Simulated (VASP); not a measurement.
Input for VASP

**KPOINTS**
```
Regular mesh
0
G
  5 5 3
0 0 0
```

INCAR:
```
! general
SYSTEM  = MgTe
PREC    = Accurate
ENCUT   = 400
LREAL   = F
LASPH   = T

! electronic loop
EDIFF   = 1E-8
NELM    = 100
ALGO    = Normal
LMAXMIX = 4

! smearing
ISMEAR  = 0
SIGMA   = 0.05

! ions
IBRION  = 1
NSW     = 30
ISIF    = 2
EDIFFG  = -0.001

! output
LWAVE   = F
LCHARG  = F
```

File POSCAR:
```
MgTe
1
    2.2553229235    -3.9063342930     0.0000000000
    2.2553229235     3.9063342930    -0.0000000000
    0.0000000000     0.0000000000     7.3326904186
Mg Te
2 2
Direct
  0.6666670000   0.3333330000   0.4997086318
  0.3333330000   0.6666670000   0.9997086318
  0.6666670000   0.3333330000   0.8762913682
  0.3333330000   0.6666670000   0.3762913682
```

POTCAR, in this order: Mg Te (LDA.64 set). Program: vasp_std.

**Question.** Write an equivalent input for Ansatz.

**Answer.** One equivalent input (not run):
Ansatz 0.2 input:
```yaml
crystal:
  lattice:
    - [2.2553229, -3.9063343, 0.0000000]
    - [2.2553229, 3.9063343, 0.0000000]
    - [0.0000000, 0.0000000, 7.3326904]
  atoms:
    - { symbol: Mg, position: [0.6666670, 0.3333330, 0.4997086] }
    - { symbol: Mg, position: [0.3333330, 0.6666670, 0.9997086] }
    - { symbol: Te, position: [0.6666670, 0.3333330, 0.8762914] }
    - { symbol: Te, position: [0.3333330, 0.6666670, 0.3762914] }
kpoints:
  mp_grid: { grid: [5, 5, 3] }
hamiltonian:
  xc: lda
  pseudopotentials: { kind: paw }
scf:
  occupations: { method: gaussian, width: 0.05 }
  max_iter: 100
relax:
  max_steps: 30
  f_tol: 0.001
output: { forces: true, stress: true, eigenvalues: true }
```
The two are equivalent in intent, not identical: each code has its own PAW files, so the cut-off isn't converted (ENCUT is set for VASP's; basis.ecutwfc is left out, and Ansatz then takes the one that its files recommend); Ansatz stops its SCF on the density residual and VASP on the energy change (EDIFF); Ansatz's lda is the Perdew-Wang form, while the LDA potentials of VASP carry Perdew-Zunger's.

The compound is MgTe in the wurtzite structure. This run relaxes the ions in a fixed cell. Symmetry was kept, so distortions that lower it aren't found. The start is the result of an earlier pass.
